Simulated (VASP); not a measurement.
```xyz
5
Lattice="5.9028 0.0000 0.0000 0.0000 5.9028 0.0000 0.0000 0.0000 5.9028" Properties=species:S:1:pos:R:3 pbc="T T T"
Cs     0.0000     0.0000     0.0000
Pb     2.9514     2.9514     2.9514
Br     2.9514     0.0000     2.9514
Br     0.0000     2.9514     2.9514
Br     2.9514     2.9514     0.0000
```

Calculation: vdW-DF-cx, VASP's PBE PAW potentials (set 64) (plane waves; VASP). Numerical set-up: 520 eV cut-off, Gaussian smearing of 0.050 eV, potentials Cs_sv Pb_d Br.

Unless said otherwise, spin-orbit coupling is left out, though it shifts the bands of the heavy elements here.

### Question
Give the energies of bands 14 to 25 at the high-symmetry points, in eV from the valence-band maximum.

### Answer

```json
[
 {"band": "14", "Γ": "-4.17", "X": "-4.08", "M": "-3.93", "R": "-2.73"},
 {"band": "15", "Γ": "-4.17", "X": "-4.08", "M": "-2.91", "R": "-2.73"},
 {"band": "16", "Γ": "-4.17", "X": "-2.67", "M": "-2.32", "R": "-2.73"},
 {"band": "17", "Γ": "-2.03", "X": "-2.17", "M": "-2.32", "R": "-2.13"},
 {"band": "18", "Γ": "-2.03", "X": "-2.17", "M": "-2.24", "R": "-2.13"},
 {"band": "19", "Γ": "-2.03", "X": "-2.15", "M": "-2.24", "R": "-1.55"},
 {"band": "20", "Γ": "-1.91", "X": "-2.02", "M": "-2.14", "R": "-1.55"},
 {"band": "21", "Γ": "-1.91", "X": "-2.02", "M": "-1.56", "R": "-1.55"},
 {"band": "22", "Γ": "-1.91", "X": "-1.36", "M": "-0.67", "R": "0.00"},
 {"band": "23", "Γ": "3.17", "X": "2.59", "M": "2.12", "R": "1.58"},
 {"band": "24", "Γ": "4.28", "X": "4.61", "M": "2.12", "R": "1.58"},
 {"band": "25", "Γ": "4.28", "X": "5.22", "M": "4.88", "R": "1.58"}
]
```

The gap is direct, 1.58 eV, from the valence maximum at R to the conduction minimum at R.

The compound is CsPbBr3 in the cubic perovskite structure, the ideal cubic form; the compound distorts at low or room temperature. It was relaxed first.
